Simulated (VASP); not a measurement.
Wanted: the native input for a VASP 6.6.1 run.

- Task: relaxation of cell and atoms
- Functional: PBE
- Potentials or basis: VASP PAW PBE potentials, release 64 (Pt, F)
- Cutoff: 600 eV
- k mesh: 8 × 8 × 8
- Occupations: fermi-dirac, width 0.05 eV
- Spin: no spin polarisation
- Target pressure: 20 GPa
- Further INCAR settings: ALGO = Normal; EDIFF = 1e-06; IBRION = 2; EDIFFG = -0.005; NSW = 60; ISIF = 3
- Target pressure: 20 GPa

The structure of Pt2F lies in POSCAR:

```
Pt2F
1.0
    0.0000000000      2.8524300000      2.8524300000
    2.8524300000      0.0000000000      2.8524300000
    2.8524300000      2.8524300000      0.0000000000
Pt F
2 1
Direct
    0.2500000000      0.2500000000      0.2500000000
    0.7500000000      0.7500000000      0.7500000000
    0.0000000000      0.0000000000      0.0000000000
```

The cell was built by a generator and needn't be a form met in nature.

The input as run:

INCAR

```
PREC = Accurate
ENCUT = 600
EDIFF = 1E-6
ISMEAR = -1
SIGMA = 0.05
LREAL = F
LASPH = T
NELM = 80
ALGO = Normal
ISIF = 3
LWAVE = F
LCHARG = F
GGA = PE
IBRION = 2
NSW = 60
EDIFFG = -0.005
PSTRESS = 200
```

KPOINTS

```
Automatic mesh
0
Gamma
  8 8 8
```

Potentials or basis: VASP PAW PBE potentials, release 64 (Pt, F).

The run is started by

```console
$ cat potpaw_PBE.64/Pt/POTCAR potpaw_PBE.64/F/POTCAR > POTCAR
$ mpirun -np 1 vasp_std > vasp.out
```

It gave:

| Item | Value |
| --- | --- |
| Relaxed volume | 13.82 Å³/atom |
| Relaxed cell | a = 3.885 Å, b = 3.885 Å, c = 3.885 Å, α = 60.00°, β = 60.00°, γ = 60.00° |
| Space group after relaxing (to 0.05 Å) | Fm-3m (No. 225) |
| Energy change on relaxing (the enthalpy is what falls) | +90.2 meV/atom |
| Ionic steps | 7 |
| Pressure after relaxing | 20.0 GPa |
| Band gap on the k mesh | none (metal or under the smearing width) |

Caveat: the cell is relaxed towards a set pressure, so the enthalpy falls and the energy may rise; an odd number of electrons without spin polarisation forces a metal; a magnetic or distorted state may lie lower.

Wall time 57 s on 1 thread of AMD EPYC 9R45 96-Core Processor (Zen 5), on a shared host, peak memory 0.17 GiB.
